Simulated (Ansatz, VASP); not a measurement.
**SnRuC2: VASP beside Ansatz**

```
CELL_PARAMETERS angstrom
3.17517 0.00000 0.00000
-1.58759 2.74978 0.00000
0.00000 0.00000 11.52679
ATOMIC_POSITIONS crystal
Sn 0.00000 0.00000 0.50000
Sn 0.00000 0.00000 0.00000
Ru 0.33333 0.66667 0.75000
Ru 0.66667 0.33333 0.25000
C 0.33333 0.66667 0.34361
C 0.66667 0.33333 0.84361
C 0.66667 0.33333 0.65639
C 0.33333 0.66667 0.15639
```

Alike in both runs: functional PBE; k mesh 6 × 6 × 2; occupations gaussian, width 0.1 eV; no spin polarisation.

Ansatz relaxed the structure, and its values are those at the end. VASP's run is a single point on that final structure, the one shown.

```csv
,VASP,Ansatz
version,VASP 6.6.1,Ansatz 0.2.0
potentials or method,"VASP PAW PBE potentials, release 64 (Sn_d, Ru_pv, C)","scalar-relativistic, plane waves, PAW"
plane-wave cutoff (eV),520,420
valence electrons in the cell,72,76
```

```csv
,VASP,Ansatz,Ansatz less VASP
gap on the k mesh at the Fermi level (eV),none,none,-
pressure (GPa),0.1,0.1,-0.05
```

A gap of «none» marks a metal or a gap that the smearing closes. The functional is the same, so the differences come from potentials, cutoffs and numerics. The two sets of potentials don't hold the same shells in valence.

Caveats: the k mesh is coarse (spacing up to 0.38 Å⁻¹), so the values aren't converged.
